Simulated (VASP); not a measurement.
Here is the system:

```xyz
71
Lattice="4.8683 -8.4322 0.0000 4.8683 8.4322 0.0000 0.0000 0.0000 10.5563" Properties=species:S:1:pos:R:3 pbc="T T T"
Ga     1.6108    -0.9327     2.6349
Ga     1.6236     0.9365    10.5526
Ga     1.6206    -0.9338     7.9124
Ga     1.6137     0.9439     5.2856
Ga     3.2367     1.8724     2.6368
Ga     3.2482     3.7474    10.5553
Ga     3.2440     1.8745     7.9195
Ga     3.2537     3.7550     5.2880
Ga     4.8685     4.6828     2.6394
Ga     4.8672     6.5582     0.0005
Ga     4.8699     4.6856     7.9187
Ga     4.8681     6.5537     5.2841
Ga     3.2414    -3.7651     2.6340
Ga     3.2432    -1.8765    10.5530
Ga     3.2456    -3.7504     7.9116
Ga     3.2369    -1.8776     5.2760
Ga     4.8638    -0.9516     2.5741
Ga     4.8684     0.9330     0.0049
Ga     4.8656    -0.9374     7.9326
Ga     4.8658     0.9606     5.2876
Ga     6.4951     1.8685     2.6379
Ga     6.4902     3.7457    10.5554
Ga     6.4932     1.8728     7.9191
Ga     6.4841     3.7522     5.2838
Ga     4.8649    -6.5630     2.6375
Ga     4.8673    -4.6855    10.5538
Ga     4.8667    -6.5603     7.9216
Ga     4.8657    -4.6953     5.2846
Ga     6.4914    -3.7644     2.6361
Ga     6.4902    -1.8763    10.5561
Ga     6.4893    -3.7539     7.9178
Ga     6.5006    -1.8869     5.2888
Ga     8.1154    -0.9372     2.6399
Ga     8.1128     0.9352     0.0013
Ga     8.1136    -0.9366     7.9171
Ga     8.1159     0.9382     5.2887
N      1.6334    -0.9298     4.6238
N      1.6215     0.9358     1.9809
N      1.6269    -0.9413     9.9005
N      1.6232     0.9391     7.2664
N      3.2455     1.8662     4.6258
N      3.2472     3.7419     1.9848
N      3.2545     1.8697     9.9056
N      3.2460     3.7471     7.2678
N      4.8689     4.6870     4.6235
N      4.8639     6.5579     1.9863
N      4.8698     4.6856     9.9011
N      4.8671     6.5602     7.2645
N      3.2535    -3.7410     4.6230
N      3.2411    -1.8806     2.0051
N      3.2429    -3.7433     9.8998
N      3.2537    -1.8682     7.2511
N      4.8654     0.9216     2.0116
N      4.8671    -0.9392     9.9158
N      4.8682     0.9265     7.2584
N      6.4866     1.8624     4.6257
N      6.4878     3.7376     1.9850
N      6.4828     1.8685     9.9051
N      6.4917     3.7446     7.2643
N      4.8626    -6.5610     4.6237
N      4.8673    -4.6891     1.9818
N      4.8666    -6.5603     9.9028
N      4.8674    -4.6873     7.2654
N      6.4819    -3.7440     4.6260
N      6.4860    -1.8806     2.0062
N      6.4926    -3.7439     9.9041
N      6.4792    -1.8714     7.2604
N      8.0973    -0.9351     4.6281
N      8.1107     0.9309     1.9846
N      8.1071    -0.9424     9.9034
N      8.1122     0.9352     7.2681
```
Cell charge +1.

Computed with HSE06 screened hybrid, VASP's PBE PAW potentials (set 64) (plane waves; VASP 6.6.1). Settings: PREC = Normal, LREAL = Auto, ISYM = 0, NELECT = 282.0, EDIFF = 1E-5, 400 eV cut-off, 1×1×1 Γ-centred mesh, Gaussian smearing of 0.050 eV, potentials Ga N. Starting moments (MAGMOM): 71*0.0282. The cell's moment is fixed (NUPDOWN = 2).

The cell is charged, with a uniform compensating background. The supercell is sampled at Γ alone, which is coarse: total energies, pressure and levels can be off, energies of defects by several tenths of an eV.

Estimate the cell moment, energy per atom (σ→0).

| Item | Value |
|---|---|
| cell moment | 2.00 μB |
| energy per atom (σ→0) | -7.272 eV/atom |

Give the moment on each site (PAW-sphere projection).

```json
[
 {"site": "Ga1", "moment (μB)": "0.01"},
 {"site": "Ga2", "moment (μB)": "0.01"},
 {"site": "Ga3", "moment (μB)": "0.01"},
 {"site": "Ga4", "moment (μB)": "0.01"},
 {"site": "Ga5", "moment (μB)": "0.01"},
 {"site": "Ga6", "moment (μB)": "0.01"},
 {"site": "Ga7", "moment (μB)": "0.01"},
 {"site": "Ga8", "moment (μB)": "0.00"},
 {"site": "Ga9", "moment (μB)": "0.01"},
 {"site": "Ga10", "moment (μB)": "0.01"},
 {"site": "Ga11", "moment (μB)": "0.01"},
 {"site": "Ga12", "moment (μB)": "0.00"},
 {"site": "Ga13", "moment (μB)": "0.01"},
 {"site": "Ga14", "moment (μB)": "0.01"},
 {"site": "Ga15", "moment (μB)": "0.01"},
 {"site": "Ga16", "moment (μB)": "0.01"},
 {"site": "Ga17", "moment (μB)": "0.01"},
 {"site": "Ga18", "moment (μB)": "0.01"},
 {"site": "Ga19", "moment (μB)": "0.01"},
 {"site": "Ga20", "moment (μB)": "0.01"},
 {"site": "Ga21", "moment (μB)": "0.01"},
 {"site": "Ga22", "moment (μB)": "0.01"},
 {"site": "Ga23", "moment (μB)": "0.01"},
 {"site": "Ga24", "moment (μB)": "0.00"},
 {"site": "Ga25", "moment (μB)": "0.01"},
 {"site": "Ga26", "moment (μB)": "0.01"},
 {"site": "Ga27", "moment (μB)": "0.01"},
 {"site": "Ga28", "moment (μB)": "0.01"},
 {"site": "Ga29", "moment (μB)": "0.01"},
 {"site": "Ga30", "moment (μB)": "0.01"},
 {"site": "Ga31", "moment (μB)": "0.01"},
 {"site": "Ga32", "moment (μB)": "0.01"},
 {"site": "Ga33", "moment (μB)": "0.01"},
 {"site": "Ga34", "moment (μB)": "0.01"},
 {"site": "Ga35", "moment (μB)": "0.01"},
 {"site": "Ga36", "moment (μB)": "0.01"},
 {"site": "N37", "moment (μB)": "0.01"},
 {"site": "N38", "moment (μB)": "0.04"},
 {"site": "N39", "moment (μB)": "0.06"},
 {"site": "N40", "moment (μB)": "0.04"},
 {"site": "N41", "moment (μB)": "0.01"},
 {"site": "N42", "moment (μB)": "0.02"},
 {"site": "N43", "moment (μB)": "0.04"},
 {"site": "N44", "moment (μB)": "0.03"},
 {"site": "N45", "moment (μB)": "0.02"},
 {"site": "N46", "moment (μB)": "0.03"},
 {"site": "N47", "moment (μB)": "0.06"},
 {"site": "N48", "moment (μB)": "0.04"},
 {"site": "N49", "moment (μB)": "0.01"},
 {"site": "N50", "moment (μB)": "0.03"},
 {"site": "N51", "moment (μB)": "0.05"},
 {"site": "N52", "moment (μB)": "0.04"},
 {"site": "N53", "moment (μB)": "0.02"},
 {"site": "N54", "moment (μB)": "0.04"},
 {"site": "N55", "moment (μB)": "0.03"},
 {"site": "N56", "moment (μB)": "0.01"},
 {"site": "N57", "moment (μB)": "0.03"},
 {"site": "N58", "moment (μB)": "0.06"},
 {"site": "N59", "moment (μB)": "0.04"},
 {"site": "N60", "moment (μB)": "0.02"},
 {"site": "N61", "moment (μB)": "0.04"},
 {"site": "N62", "moment (μB)": "0.06"},
 {"site": "N63", "moment (μB)": "0.04"},
 {"site": "N64", "moment (μB)": "0.01"},
 {"site": "N65", "moment (μB)": "0.02"},
 {"site": "N66", "moment (μB)": "0.04"},
 {"site": "N67", "moment (μB)": "0.03"},
 {"site": "N68", "moment (μB)": "0.01"},
 {"site": "N69", "moment (μB)": "0.04"},
 {"site": "N70", "moment (μB)": "0.06"},
 {"site": "N71", "moment (μB)": "0.04"}
]
```

Total energies compare only between runs with the same potentials, cut-off and functional.

The cell is a supercell with a defect, built from GaN (wurtzite): vac_N, charge +1. The cell's shape comes from a PBE relaxation.
